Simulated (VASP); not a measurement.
Given:

```
CELL_PARAMETERS angstrom
      1.22321    -2.11866     0.00000
      1.22321     2.11866     0.00000
      0.00000     0.00000     6.31205
ATOMIC_POSITIONS crystal
  C  0.00000 0.00000 0.25000
  C  0.00000 0.00000 0.75000
  C  0.33333 0.66667 0.25000
  C  0.66667 0.33333 0.75000
```

Level of theory: r2SCAN meta-GGA, VASP's PBE PAW potentials (set 64) (plane waves; VASP). Settings: 620 eV cut-off, 10×10×4 Γ-centred mesh, Gaussian smearing of 0.050 eV, potentials C.

Question: Predict the energy per atom (σ→0), pressure.

Answer: 
* **energy per atom (σ→0)**: -9.930 eV/atom
* **pressure**: 5.05 GPa

The absolute energy has meaning only against runs of the same code, potentials and settings.

The compound is C in the graphite structure. It was relaxed first under an external pressure of 5 GPa.
